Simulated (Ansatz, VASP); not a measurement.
## SrTlF3 in VASP and in Ansatz

```
CELL_PARAMETERS angstrom
4.18062 0.00000 0.00000
-2.09031 3.62052 0.00000
0.00000 0.00000 7.79788
ATOMIC_POSITIONS crystal
Sr 0.00000 0.00000 0.00000
Tl 0.66667 0.33333 0.50000
F 0.00000 0.00000 0.29770
F 0.00000 0.00000 0.70230
F 0.66667 0.33333 0.00000
```

Alike in both runs: functional PBE; k mesh 6 × 6 × 2; occupations gaussian, width 0.1 eV; no spin polarisation.

Ansatz relaxed the structure, and its values are those at the end. VASP's run is a single point on that final structure, the one shown.

|  | VASP | Ansatz |
| --- | --- | --- |
| version | VASP 6.6.1 | Ansatz 0.2.0 |
| potentials or method | VASP PAW PBE potentials, release 64 (Sr_sv, Tl_d, F) | scalar-relativistic, plane waves, PAW |
| plane-wave cutoff (eV) | 520 | 420 |
| valence electrons in the cell | 44 | 44 |

```csv
,VASP,Ansatz,Ansatz less VASP
gap on the k mesh at the Fermi level (eV),3.30,3.30,+0.009
least direct gap on the mesh (eV),3.90,3.92,+0.020
pressure (GPa),0.2,0.1,-0.09
rms of the force components (eV/Å),0.019,0.007,-0.0115
```

Caveats: spin-orbit coupling is left out, which as a rule narrows the gap of such compounds by several tenths of an eV. A k mesh can miss the band edges.
